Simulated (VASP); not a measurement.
These are PBE GGA, VASP's PBE PAW potentials (set 64) (plane waves; VASP) values and carry that method's errors.

A VASP calculation is set up with these files.

**KPOINTS**
```
Automatic mesh
0
Gamma
  6 6 6
0 0 0
```

**INCAR**
```
! general
SYSTEM =MnS
PREC   =Accurate
ENCUT  =400
LREAL  =.FALSE.
LASPH  =.TRUE.   ! aspherical one-centre terms

! electronic loop
EDIFF  =1E-6
NELM   =100
ALGO   =Normal
LMAXMIX=4

! smearing
ISMEAR =0   ! Gaussian
SIGMA  =0.05

! functional
GGA    =PE   ! PBE

! spin
ISPIN  =2
MAGMOM =5.0 -5.0 0.0 0.0
NUPDOWN=1

! ions
ISIF   =2   ! forces and stress, cell fixed

! output
LWAVE  =.FALSE.
LCHARG =.FALSE.
LORBIT =10
```

File POSCAR:
```
MnS
1
    5.2200000000     2.6100000000     2.6100000000
    2.6100000000     5.2200000000     2.6100000000
    2.6100000000     2.6100000000     5.2200000000
Mn S
2 2
Direct
  0.0000000000   0.0000000000   0.0000000000
  0.5000000000   0.5000000000   0.5000000000
  0.2500000000   0.2500000000   0.2500000000
  0.7500000000   0.7500000000   0.7500000000
```

POTCAR, in this order: Mn_pv S (PBE.64 set). Program: vasp_std.

### Question
What will the output report for the number of irreducible k-points (NKPTS), number of bands (NBANDS), largest plane-wave count, number of space-group operations, FFT grid (NGX, NGY, NGZ)?

### Answer

```yaml
number of irreducible k-points (NKPTS): 32
number of bands (NBANDS): 23
largest_plane_wave_count: 1312
number_of_space_group_operations: 12
FFT grid (NGX, NGY, NGZ): 42 × 42 × 42
```

The compound is MnS in the rock salt, AFM-II order structure. The cell was not relaxed at this level. The run is one of a series of settings (NUPDOWN = 1 against the base run), some of them coarse on purpose.
